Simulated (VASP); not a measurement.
Consider the following.

```
CELL_PARAMETERS angstrom
      4.21781     0.00000     0.00000
      0.00000     4.21781     0.00000
      0.00000     0.00000     4.21781
ATOMIC_POSITIONS crystal
  Sc 0.00000 0.00000 0.00000
  Al 0.00000 0.50000 0.50000
  Al 0.50000 0.00000 0.50000
  Al 0.50000 0.50000 0.00000
```

Method: vdW-DF2, VASP's PBE PAW potentials (set 64) (plane waves; VASP 6.6.1). Settings: 520 eV cut-off, 8×8×8 Γ-centred mesh, first-order Methfessel-Paxton smearing of 0.10 eV, potentials Sc_sv Al.

### Question
Give the stress tensor in GPa (positive for a compressed cell).

### Answer

```
-3.79   0.00   0.00
 0.00  -3.79   0.00
 0.00   0.00  -3.79
```
The pressure is its mean diagonal, -3.79 GPa.

The compound is Al3Sc in the L1_2 structure. This cell is one point of a volume scan, at 1.06 of the reference volume.
